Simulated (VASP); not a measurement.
An input for Quantum ESPRESSO's pw.x (written as the equivalent of a VASP run, and not itself run):

```
&CONTROL
  calculation = 'scf'
  pseudo_dir = './pseudo'
  outdir = './out'
  tprnfor = .true.
  tstress = .false.
/
&SYSTEM
  ibrav = 0
  nat = 4
  ntyp = 2
  ecutwfc = 102
  occupations = 'smearing'
  smearing = 'gaussian'
  degauss = 0.000735
  input_dft = 'pbe0'
  nqx1 = 6
  nqx2 = 6
  nqx3 = 3
/
&ELECTRONS
  conv_thr = 7.3e-08
  electron_maxstep = 100
/
ATOMIC_SPECIES
  Cd 112.414 Cd.upf
  Se 78.971 Se.upf
CELL_PARAMETERS angstrom
     4.4021550    0.0000000    0.0000000
    -2.2010770    3.8123770    0.0000000
     0.0000000    0.0000000    7.1812990
ATOMIC_POSITIONS crystal
  Cd   0.6666670  0.3333330  0.4999500
  Cd   0.3333330  0.6666670  0.9999500
  Se   0.6666670  0.3333330  0.8759100
  Se   0.3333330  0.6666670  0.3759100
K_POINTS automatic
  6 6 3 0 0 0
```

**Question.** Translate this input to VASP (INCAR, KPOINTS, POSCAR, choice of POTCAR).

**Answer.** This is not unique; one that fits is 
**KPOINTS**
```
kpoints
0
Gamma
 6 6 3
```

INCAR:
```
# general
SYSTEM  =CdSe
PREC    =Accurate
ENCUT   =300
LREAL   =F
LASPH   =T
ISYM    =3

# electronic loop
EDIFF   =1E-6
NELM    =100
ALGO    =Normal
LMAXMIX =4

# smearing
ISMEAR  =0
SIGMA   =0.01

# functional
GGA     =PE
LHFCALC =T
AEXX    =0.25
HFRCUT  =-1
PRECFOCK=Fast

# ions
ISIF    =2

# output
LWAVE   =F
LCHARG  =F
```

### POSCAR
```
CdSe
1
    4.4021550000     0.0000000000     0.0000000000
   -2.2010770000     3.8123770000     0.0000000000
    0.0000000000     0.0000000000     7.1812990000
Cd Se
2 2
Direct
  0.6666670000   0.3333330000   0.4999500000
  0.3333330000   0.6666670000   0.9999500000
  0.6666670000   0.3333330000   0.8759100000
  0.3333330000   0.6666670000   0.3759100000
```

POTCAR, in this order: Cd Se (PBE.64 set). Program: vasp_std.

Limits of the translation: the potentials are each code's own (VASP's PAW set, PseudoDojo norm-conserving files in pw.x), so ENCUT and ecutwfc are chosen apart and not converted; conv_thr bounds pw.x's estimated SCF error, while EDIFF bounds the energy change between steps; the singularity of exact exchange is treated differently by default.

The structure comes from a computed database's CdSe entry; how it stands against other phases isn't given here. The cell was not relaxed at this level. The run is one of a series of settings (HFRCUT = -1, HFSCREEN removed against the base run), some of them coarse on purpose.
